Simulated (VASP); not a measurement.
Here is a VASP 6.6.1 calculation.

The input INCAR:

```
PREC = Accurate
ENCUT = 520
EDIFF = 1E-7
ISMEAR = 0
SIGMA = 0.03
LREAL = False
LASPH = True
NELM = 120
ALGO = Normal
ISIF = 3
LWAVE = False
LCHARG = False
GGA = PE
IBRION = 2
NSW = 60
EDIFFG = -0.005
POTIM = 0.3
KPAR = 2
```

The input KPOINTS:

```
Automatic mesh
0
Gamma
  8 8 4
```

File POSCAR:

```
Be3Se2S                                 
1.0
    3.5939136010      0.0000000000     -0.0000000000
   -1.7969568005      3.1124204816      0.0000000000
    0.0000000000     -0.0000000000      8.8009609202
  Be              Se              S             
     3     2     1
Direct
     0.6666666699999979    0.3333333300000021    0.9265835860342859
     0.3333333300000021    0.6666666699999979    0.2397750905835796
     0.0000000000000000    1.0000000000000000    0.5832438476334045
     0.6666666699999979    0.3333333300000021    0.6711270701693715
     0.0000000000000000    1.0000000000000000    0.3289525152269382
     0.3333333300000021    0.6666666699999979    0.0002894603524200
```

Potentials or basis: VASP PAW PBE potentials, release 64 (Be, Se, S).

Launch:

```sh
$ cat potpaw_PBE.64/Be/POTCAR potpaw_PBE.64/Se/POTCAR potpaw_PBE.64/S/POTCAR > POTCAR
$ mpirun -np 2 vasp_std > vasp.out
```

(1) Predict the band gap on the k mesh.

Results:

(1) 2.60 eV, indirect (least direct gap 4.03 eV).

Caveat: the relaxation stopped at its first step, so nothing moved.
